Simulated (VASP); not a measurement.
```yaml
crystal:
  lattice:
    - [4.89603, 0.00000, 0.00000]
    - [0.00000, 4.89603, 0.00000]
    - [0.00000, 0.00000, 4.89603]
  atoms:
    - { symbol: Ag, position: [0.75000, 0.25000, 0.75000] }
    - { symbol: Ag, position: [0.25000, 0.75000, 0.75000] }
    - { symbol: Ag, position: [0.75000, 0.75000, 0.25000] }
    - { symbol: Ag, position: [0.25000, 0.25000, 0.25000] }
    - { symbol: O, position: [0.00000, 0.00000, 0.00000] }
    - { symbol: O, position: [0.50000, 0.50000, 0.50000] }
```

These are RPBE GGA, VASP's PBE PAW potentials (set 64) (plane waves; VASP 6.6.1) values and carry that method's errors. Run with 520 eV cut-off, 7×7×7 Γ-centred mesh, tetrahedra with Blöchl corrections, potentials Ag O.

The cores are frozen, which limits the accuracy of field gradients.

**Question.** Give the principal components of the electric field gradient (V/Å²) and the asymmetry η at each nucleus.

**Answer.** 
| atom | Vxx | Vyy | Vzz | η |
|---|---|---|---|---|
| Ag1 | 73.3 | 73.3 | -146.6 | 0.00 |
| Ag2 | 73.3 | 73.3 | -146.6 | 0.00 |
| Ag3 | 73.3 | 73.3 | -146.6 | 0.00 |
| Ag4 | 73.3 | 73.3 | -146.6 | 0.00 |
| O5 | 0.0 | 0.0 | 0.0 | - |
| O6 | 0.0 | 0.0 | 0.0 | - |

The compound is Ag2O in the cuprite structure. It was relaxed first, which changed the volume by +11 %.
